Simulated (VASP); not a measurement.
Calculation: PBEsol GGA, VASP's PBE PAW potentials (set 64) (plane waves; VASP 6.6.1).

VASP input:

File KPOINTS:
```
K-points
0
Gamma
 5 5 5
```

POSCAR:
```
NaI
1
    0.0000000000     3.2186550000     3.2186550000
    3.2186550000     0.0000000000     3.2186550000
    3.2186550000     3.2186550000     0.0000000000
Na I
1 1
Direct
  0.0037980000  -0.0012100000  -0.0047640000
  0.4962020000   0.5012100000   0.5047640000
```

### INCAR
```
! general
SYSTEM =NaI
PREC   =Accurate
ENCUT  =300
LREAL  =.FALSE.
LASPH  =.TRUE.

! electronic loop
EDIFF  =1E-6
NELM   =100
ALGO   =Normal
LMAXMIX=4

! smearing
ISMEAR =-1
SIGMA  =0.02

! functional
GGA    =PS

! ions
ISIF   =2

! output
LWAVE  =.FALSE.
LCHARG =.FALSE.
```

POTCAR, in this order: Na_pv I (PBE.64 set). Program: vasp_std.

The run wrote:

### OSZICAR
```
       N       E                     dE             d eps       ncg     rms          rms(c)
DAV:   1     0.622588479889E+02    0.62259E+02   -0.52500E+03  1394   0.757E+02
DAV:   2    -0.110818839569E+01   -0.63367E+02   -0.60009E+02  1484   0.199E+02
DAV:   3    -0.562058590071E+01   -0.45124E+01   -0.44942E+01  1688   0.572E+01
DAV:   4    -0.573026552585E+01   -0.10968E+00   -0.10964E+00  1680   0.962E+00
DAV:   5    -0.573292654594E+01   -0.26610E-02   -0.26610E-02  1635   0.140E+00    0.140E+00
DAV:   6    -0.567409711959E+01    0.58829E-01   -0.79146E-02  1596   0.230E+00    0.940E-01
DAV:   7    -0.566375269024E+01    0.10344E-01   -0.59639E-02  1635   0.175E+00    0.513E-01
DAV:   8    -0.566470142708E+01   -0.94874E-03   -0.33541E-03  1470   0.665E-01    0.104E-01
DAV:   9    -0.566467440251E+01    0.27025E-04   -0.10305E-04  1536   0.131E-01    0.257E-02
DAV:  10    -0.566467909607E+01   -0.46936E-05   -0.21295E-05  1593   0.626E-02    0.520E-03
DAV:  11    -0.566467890273E+01    0.19334E-06   -0.28060E-06  1527   0.205E-02
   1 F= -.56646789E+01 E0= -.56646789E+01  d E =-.732954E-12
```

### OUTCAR
```
------------------------ aborting loop because EDIFF is reached ----------------------------------------
  FORCE on cell =-STRESS in cart. coord.  units (eV):
  Direction    XX          YY          ZZ          XY          YZ          ZX
  --------------------------------------------------------------------------------------
  Total       -0.0800219     -0.0921767     -0.0901278     -0.0002180      0.0002095      0.0008375
  in kB       -1.9224999     -2.2145132     -2.1652894     -0.0052385      0.0050330      0.0201213
  external PRESSURE =      -2.1007675 kB  Pullay stress =       0.0000000 kB
  volume of cell :       66.69
      direct lattice vectors                 reciprocal lattice vectors
     0.000000000  3.218655000  3.218655000    -0.155344391  0.155344391  0.155344391
     3.218655000  0.000000000  3.218655000     0.155344391 -0.155344391  0.155344391
     3.218655000  3.218655000  0.000000000     0.155344391  0.155344391 -0.155344391
  FREE ENERGIE OF THE ION-ELECTRON SYSTEM (eV)
  ---------------------------------------------------
  free  energy   TOTEN  =        -5.6646789027 eV

  energy  without entropy=       -5.6646789027  energy(sigma->0) =       -5.66467890
```
(Selected blocks of OUTCAR.)

At this cut-off the stress carries a Pulay error, which pulls relaxed volumes low.

The structure comes from a computed database's NaI entry; how it stands against other phases isn't given here. The cell was not relaxed at this level, atoms are displaced from their ideal sites. The run is one of a series of settings (GGA = PS against the base run), some of them coarse on purpose.
